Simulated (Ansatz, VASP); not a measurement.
# KTaO3 in two plane-wave programs, part 3 of 3

Aim: how closely do two programs agree when they are given the same cell, functional and k mesh? The cell is taken from a series of runs on this material, whose earlier steps may have relaxed, scaled, displaced or heated it; both programs get it as it stands.

VASP 6.6.1 and Ansatz 0.2.0.

So far: Set-up; VASP: zone-centre phonons, LDA.

## 3. Ansatz: zone-centre phonons, LDA

Level of this step: Ansatz beside VASP: Kohn-Sham DFT, plane waves, LDA (Ansatz).

Ansatz runs on its PAW soft_1 files.

The same cell, functional (in two slightly different forms) and mesh now go to Ansatz, which takes its cutoff from its data sets.

Contents of input.yaml:

```yaml
crystal:
  lattice:
    - [3.9114411128, 0.0, 0.0]
    - [0.0, 3.9114411128, 0.0]
    - [0.0, 0.0, 3.9114411128]
  atoms:
    - { symbol: K, position: [0.5, 0.5, 0.5] }
    - { symbol: Ta, position: [0.0, 0.0, 0.0] }
    - { symbol: O, position: [0.5, 0.0, 0.0] }
    - { symbol: O, position: [0.0, 0.5, 0.0] }
    - { symbol: O, position: [0.0, 0.0, 0.5] }
kpoints:
  mp_grid: { grid: [8, 8, 8] }
hamiltonian:
  xc: lda
  pseudopotentials: { kind: paw, azcp: { folder: soft_1 }, xc_functional: pbe }
scf:
  occupations: { method: fixed }
  lower_state_search: "off"
output:
  eigenvalues: true
phonons:
  method: dfpt
  dielectric: true
  rigid_motions: translations
  qmesh: [2, 2, 2]
  temperatures: { t_max: 1000, t_step: 50 }
  qpath:
    path:
      - [[0.0, 0.0, 0.0], [0.0, 0.5, 0.0], [0.5, 0.5, 0.0], [0.0, 0.0, 0.0], [0.5, 0.5, 0.5], [0.0, 0.5, 0.0]]
      - [[0.5, 0.5, 0.0], [0.5, 0.5, 0.5]]
    npoints: 10
```

Started as:

```console
> ansatz run input.yaml --threads 18 --pin off --max-ram 92160MiB --backend cuda --events-out ev --progress --plain --runs-dir out --max-vram 78GiB
```

Numbers of over 12 decimals in the logs are rounded to 6 here.

Output:

```text
Engine: ansatz 0.2.0, aarch64-unknown-linux-gnu
Pseudopotentials: kind: paw
Pseudopotential: K, paw, valence charge 9, recommended cutoff 420 eV (normal), soft_1/K.paw.azcp
Pseudopotential: Ta, paw, valence charge 13, recommended cutoff 420 eV (normal), soft_1/Ta.paw.azcp
Pseudopotential: O, paw, valence charge 6, recommended cutoff 420 eV (normal), soft_1/O.paw.azcp
Functional definition: SPW92
  exchange = slater_x
  correlation = pw_c
[...]
Crystal: 5 atoms, lattice volume = 59.843 Å³
Basis set: ecut = 420 eV, 1189 PW (Γ), exchange–correlation on 54×54×54 points (8 copies of the dense FFT grid, shifted against one another)
Bands: 25, of which v1, the nominal top of the filled ones, is band 20 counted from 1 (19 counted from 0)
Symmetry: 48 space group operations
k-points: 170 of 512 (irreducible under 2 space group operations, time reversal used)
Non-local potential: K, projectors of the file, l = 0: 3, l = 1: 2, l = 2: 2
Non-local potential: Ta, projectors of the file, l = 0: 3, l = 1: 2, l = 2: 2, l = 3: 1
Non-local potential: O, projectors of the file, l = 0: 2, l = 1: 2, l = 2: 1
PAW form: soft (Blöchl's): semilocal exchange-correlation on the pseudo side does not see the compensation charge
PAW frozen core: K, regenerated for the run's functional, and the local potential with it (the file was generated under x = pbe(κ = 0.804, μ = 0.219515), c = pbe(β = 0.066725))
PAW frozen core: Ta, regenerated for the run's functional, and the local potential with it (the file was generated under x = pbe(κ = 0.804, μ = 0.219515), c = pbe(β = 0.066725))
PAW frozen core: O, regenerated for the run's functional, and the local potential with it (the file was generated under x = pbe(κ = 0.804, μ = 0.219515), c = pbe(β = 0.066725))
PAW one-centre angular grid: K, 110 points (default); XC on 64 Gauss nodes
PAW one-centre angular grid: Ta, 590 points (default); XC on 64 Gauss nodes
PAW one-centre angular grid: O, 110 points (default); XC on 64 Gauss nodes
Initial density: superposition of atomic densities (chi_scale 0.1, normalization cell, long waves kept (reshape's long-wave potential 0.00 eV rms))
Initial wavefunctions: pseudopotential atomic-orbital guess
[...]
Functional: x = slater, c = lda
SCF iter   1: F=—  HF=-12852.259714 eV  |F-HF|=—  |Δ(HF+E_count)|=         —  Δρ=5.62e-2  dr2=1.61e0  ethr=3.10e-3  ⟨swp⟩=4.2  Hψ=18169  notcnv=0  defer=421
preconditioner: auto → Resta (q_TF=auto, 2.551 Å⁻¹)  ε∞=4.5  [insulator: Δε(μ)=2.556 eV  Ē_g=13.990 eV  n_scr=18 (ndim 8)  ℏωp=26.3 eV  f_vac=0.000  ε∞_Penn≈4.5]
SCF iter   2: F=—  HF=-12851.901843 eV  |F-HF|=—  |Δ(HF+E_count)|=   3.58e-1  Δρ=2.91e-2  dr2=4.20e-1  ethr=3.10e-3  ⟨swp⟩=2.0  Hψ=7535  notcnv=0  defer=419
[...]
SCF iter   9: F=-12851.782652 eV  HF=-12851.782652 eV  |F-HF|=1.82e-12  |Δ(HF+E_count)|=  5.28e-11  Δρ=1.66e-7  dr2=1.45e-11  ethr=1.00e-12  ⟨swp⟩=12.8  Hψ=27142  notcnv=0
SCF 1 converged in 9 iterations: F = -12851.782652 eV  dr2 = 1.45e-11
  greatest PAW one-centre occupation: 0.999 electrons in one spin orbital (limit 2), on the Ta atom at site 1 (counted from 0), in its partial waves of l = 0
[...]
NSCF: frozen V_eff on 35 k-points, pencils in batches of 32, up to order 100
[...]
NSCF: frozen V_eff on 35 k-points
[...]
DFPT response loops at q = (0, 0, 0) (fractional): preconditioner auto → none (the input reference at scf.mixing.eps_inf says where Resta's filter doesn't serve); β = 0.50; Anderson in place of MSR1; while a model of the screening serves, it and β = 1 on shorter waves in the place of filter and β
[...]
DFPT response loops at Γ: preconditioner auto → none (the input reference at scf.mixing.eps_inf says where Resta's filter doesn't serve); β = 0.50; Broyden in place of MSR1
── the response to a field inside a basis, on 8×8×8 k-points: an SCF that follows is theirs, and a resumed run solves both again ──
[...]
Bands: 21, of which v1, the nominal top of the filled ones, is band 20 counted from 1 (19 counted from 0)
k-points: 20 of 512
[...]
Eigensolver: Dense (20 Hₖ)
SCF iter   1: F=—  HF=-12851.782597 eV  |F-HF|=—  |Δ(HF+E_count)|=         —  Δρ=4.61e-4  dr2=2.20e-5  ethr=1.00e-1
[...]
SCF 1 converged in 4 iterations: F = -12851.782588 eV  dr2 = 1.93e-8
[...]
SCF converged after 9 iterations
[...]
ASR residual per site (eV/Å²): 1.03e-4 6.14e-5 4.38e-5 4.38e-5 4.38e-5
  Γ frequencies (cm⁻¹): 0.00 0.00 0.00 126.26 126.26 126.26 194.35 194.35 194.35 235.41 235.41 235.41 602.50 602.50 602.50
  ε∞ (high-frequency dielectric tensor):
        5.380021     0.000000     0.000000
        0.000000     5.380021     0.000000
        0.000000     0.000000     5.380021
  ε⁰ (static dielectric tensor: ions relaxed, cell fixed):
       95.791950     0.000000    -0.000000
        0.000000    95.791950    -0.000000
       -0.000000    -0.000000    95.791950
  ε⁰ − ε∞ (ionic part):
       90.411929     0.000000    -0.000000
        0.000000    90.411929    -0.000000
       -0.000000    -0.000000    90.411929
  softest optical mode at Γ: 126.26 cm⁻¹; the repairs (sum rule, projections) moved no ω² at Γ by more than (0.86 cm⁻¹)²
  Born effective charges Z* (e; rows j = field, columns β = displacement):
    site 0:
         1.15557   -0.00000    0.00000
        -0.00000    1.15557    0.00000
         0.00000    0.00000    1.15557
    site 1:
         8.68485   -0.00000    0.00000
        -0.00000    8.68485    0.00000
         0.00000   -0.00000    8.68485
    site 2:
        -6.45246   -0.00000    0.00000
        -0.00000   -1.69398    0.00000
         0.00000    0.00000   -1.69398
    site 3:
        -1.69398    0.00000   -0.00000
         0.00000   -6.45246    0.00000
         0.00000    0.00000   -1.69398
    site 4:
        -1.69398    0.00000    0.00000
        -0.00000   -1.69398    0.00000
         0.00000    0.00000   -6.45246
  Z* charge neutrality: 1.873e-3 e pre-enforcement
  solved inside a basis spanned on kpoints, on 8×8×8 k-points, its susceptibility summed on 12×12×12: ε∞ is read to err by 1.5e-2, Z* by 3.8e-2 e (field_mesh: kpoints solves on kpoints); Z* is corrected for what the basis lacks
  optical modes at Γ without the LO–TO term, one row a degenerate level:
      ω (cm⁻¹)  modes    IR ((D/Å)²/amu)
[...]
optical modes at Γ + LO–TO along q̂ = [1.0000, 0.0000, 0.0000]:
      ω (cm⁻¹)  modes    IR ((D/Å)²/amu)
[...]
optical modes at Γ + LO–TO along q̂ = [0.0000, 1.0000, 0.0000]:
      ω (cm⁻¹)  modes    IR ((D/Å)²/amu)
[...]
865.93      1            71.5964
  optical modes at Γ + LO–TO along q̂ = [0.0000, 0.0000, 1.0000]:
      ω (cm⁻¹)  modes    IR ((D/Å)²/amu)
        126.26      2            71.4103
        183.09      1             0.0427
        194.35      2            15.0634
        235.41      3             0.0000
        393.50      1             7.0786
        602.50      2            70.9619
        865.93      1            71.5964
--- Phonons (arbitrary-q DFPT): 4 irreducible q on the 2×2×2 mesh ---
  q = [0.0000, 0.0000, 0.0000] (star 1, of the zone-centre solve; hermiticity 1.49e-11, symmetrization 1.16e-13): 0.00 0.00 0.00 126.26 126.26 126.26 194.35 194.35 194.35 235.41 235.41 235.41 602.50 602.50 602.50
  q = [0.0000, 0.0000, -0.5000] (star 3, 9 solved perturbations in 550 linear systems a pass and spin channel, the states on 75 of 512 k-point pairs; hermiticity 1.80e-12, symmetrization 1.72e-14): 72.84 72.84 172.95 172.95 191.94 191.94 201.79 227.44 265.08 324.15 324.15 413.75 584.39 584.39 915.84
  q = [0.0000, -0.5000, -0.5000] (star 3, 9 solved perturbations in 550 linear systems a pass and spin channel, the states on 75 of 512 k-point pairs; hermiticity 5.75e-12, symmetrization 1.17e-14): 73.12 119.99 162.99 162.99 173.33 247.96 247.96 324.20 324.20 343.98 343.98 444.63 563.15 673.11 963.24
  q = [-0.5000, -0.5000, -0.5000] (star 1, 4 solved perturbations in 215 linear systems a pass and spin channel, the states on 35 of 512 k-point pairs; hermiticity 5.16e-12, symmetrization 5.84e-14): 106.29 106.29 106.29 188.37 188.37 188.37 275.86 275.86 275.86 426.52 426.52 426.52 641.12 641.12 996.38
  sum rule: each row above includes the acoustic sum rule's correction from the zone centre's row sums; it moved no ω² by more than (0.86 cm⁻¹)²
  mesh force constants: q→R imaginary residual 6.89e-18; ASR residual 1.031e-4 → 0.000e0 eV/Å²; symmetrization residual 1.776e-14 eV/Å²
  interpolated dispersion: 63 rows × 15 modes
  density of states and harmonic sums: on the 16×16×16 q-mesh, interpolated from the force constants of a 2×2×2 supercell (with the dipole–dipole term)
  largest difference from the sums on the solved wave vectors: F 1.47e-2 eV, S 2.83e-5 and C_V 3.13e-5 eV/K
  zero-point energy: 0.307075 eV/cell   skipped modes (ω ≤ 0): 3   left out of the sums: 4.88e-5 of the cell's modes: C_V's classical limit lies that fraction below 3 k_B per atom; for a crystal, a wire or a layer, F and S can be off by more, and a phonons.interpolated_qmesh denser along its periods is the remedy for the sampling
```

## 4. Comparison

Known differences besides the potentials themselves: fixed occupations in Ansatz, narrow Gaussian smearing in VASP; VASP's run holds the zone centre alone; VASP's response is taken on the typed mesh, Ansatz refines its own for the field response alone; the data sets hold 40 valence electrons in Ansatz (on its PAW soft_1 files) and 38 in VASP; the cutoff is 420 eV in Ansatz and 600 eV in VASP; VASP's log shows a relativistic correction to its local exchange, Ansatz's none. Total energies have different zeros and are not compared.

The two programs side by side:

```csv
quantity,Ansatz,VASP,difference
ε∞ xx,5.38,5.47,-1.61 %
ε∞ yy,5.38,5.47,-1.61 %
ε∞ zz,5.38,5.47,-1.61 %
Born charge of K1 (mean of the diagonal) (e),1.16,1.16,0.00
Born charge of Ta2 (mean of the diagonal) (e),8.68,8.76,-0.07
Born charge of O3 (mean of the diagonal) (e),-3.28,-3.31,+0.03
optical mode 1 to 3 (cm⁻¹),126.3,131.9,-4.24 %
optical mode 4 to 6 (cm⁻¹),194.3,198.6,-2.15 %
optical mode 7 to 9 (cm⁻¹),235.4,231.9,+1.50 %
optical mode 10 to 12 (cm⁻¹),602.5,613.5,-1.79 %
```

Modes are paired by rising frequency, not by their patterns, so a pair may set unlike modes beside each other; they are those without the splitting of longitudinal modes.

## 5. Outcome

* r.m.s. difference of the optical zone-centre modes, each program's sorted by frequency (zone-centre phonons, LDA): 6.8 cm⁻¹
* difference in optical mode 1 to 3 (zone-centre phonons, LDA): -4.2 %

In words: The r.m.s. difference of the optical zone-centre modes, each program's sorted by frequency is 6.8 cm⁻¹ (zone-centre phonons, LDA). The data sets hold unlike numbers of valence electrons (40 in Ansatz and 38 in VASP), so part of the differences comes from the potentials. Among the rows given in per cent, the largest difference of the zone-centre phonons, LDA pair is in optical mode 1 to 3, -4.2 %. Such differences can come from data sets, numerical settings and the points named under the comparisons, not from the functional's error against experiment.

[Lines on the potential files, build, host, timing and source positions are cut from VASP's logs without a mark.]

[Logs are printed without paths, hosts, clocks, repeated set-up lines and the standing remarks that a program may print on its own settings, such as how far it seeks lower states.]

[Hosts, paths, dates, database ids (printed as entryN), source tags and the programs' standing remarks are cut or masked in the printed files.]
